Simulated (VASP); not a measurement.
Input of a VASP 6.6.1 run:

File INCAR:

```
SYSTEM = CdC2
ALGO     = Normal         ! electronic algorithm
EDIFF    = 1E-6           ! SCF threshold, eV
ENCUT    = 520            ! plane-wave cutoff, eV
GGA      = PE             ! functional
ISIF     = 2              ! what is computed and relaxed
ISMEAR   = 0              ! smearing method
LASPH    = .True.         ! aspherical terms in the spheres
LCHARG   = .False.        ! write CHGCAR
LREAL    = .False.        ! projectors in reciprocal space
LWAVE    = .False.        ! write WAVECAR
NBANDS   = 17             ! bands
NELM     = 100            ! most SCF steps
PREC     = Accurate       ! precision mode
SIGMA    = 0.1            ! smearing width, eV
```

Contents of KPOINTS:

```
k-points
0
Gamma
  8 8 8
  0 0 0
```

File POSCAR:

```
CdC2
1.0
   -1.7833289526      1.7833289526      2.9521903650
    1.7833289526     -1.7833289526      2.9521903650
    1.7833289526      1.7833289526     -2.9521903650
Cd C
1 2
Direct
    0.0000000000      0.0000000000      0.0000000000
    0.5978927200      0.5978927200      0.0000000000
    0.4021072800      0.4021072800      0.0000000000
```

Potentials or basis: VASP PAW PBE potentials, release 64 (Cd, C).

Command:

```bash
$ cat potpaw_PBE.64/Cd/POTCAR potpaw_PBE.64/C/POTCAR > POTCAR
$ mpirun -np 1 vasp_std > vasp.out
```

(1) What does it give for the largest force?

(2) Predict the pressure.

(3) Estimate the band gap on the k mesh.

## Answers

(1) 11.451 eV/Å.

(2) 28.7 GPa.

(3) 0.97 eV, indirect (least direct gap 1.35 eV).

Caveat: a pressure of tens of GPa on the cell as given is suspect, and the run, the potentials or the cell itself is likely at fault; the standard files for N, O and F lose accuracy on very short bonds; forces of over 1 eV/Å show positions far from the minimum, so gaps and moduli don't describe the material at rest.
